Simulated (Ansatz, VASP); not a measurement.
**Ti3CN3: VASP beside Ansatz**

```
CELL_PARAMETERS angstrom
3.00286 0.00000 0.00000
0.00000 3.00286 0.00000
0.00000 0.00000 19.75849
ATOMIC_POSITIONS crystal
Ti 0.50000 0.50000 0.20244
Ti 0.00000 0.00000 0.30725
Ti 0.50000 0.50000 0.40768
N 0.00000 0.00000 0.20244
N 0.50000 0.50000 0.30557
N 0.00000 0.00000 0.41797
C 0.37500 0.50000 0.51385
```

Alike in both runs: functional PBE; k mesh 9 × 9 × 1; occupations gaussian, width 0.1 eV; no spin polarisation.

Ansatz relaxed the structure, and its values are those at the end. VASP's run is a single point on that final structure, the one shown.

```csv
,VASP,Ansatz
version,VASP 6.6.1,Ansatz 0.2.0
potentials or method,"VASP PAW PBE potentials, release 64 (Ti_sv, N, C)","scalar-relativistic, plane waves, PAW"
plane-wave cutoff (eV),520,420
valence electrons in the cell,55,55
```

```csv
,VASP,Ansatz,Ansatz less VASP
gap on the k mesh at the Fermi level (eV),none,none,-
rms of the force components (eV/Å),0.850,0.849,-0.0008
```

A gap of «none» marks a metal or a gap that the smearing closes. With one functional, cell and mesh, what is left measures potentials, basis and numerics. Ansatz warned: «vacuum_below_fermi».
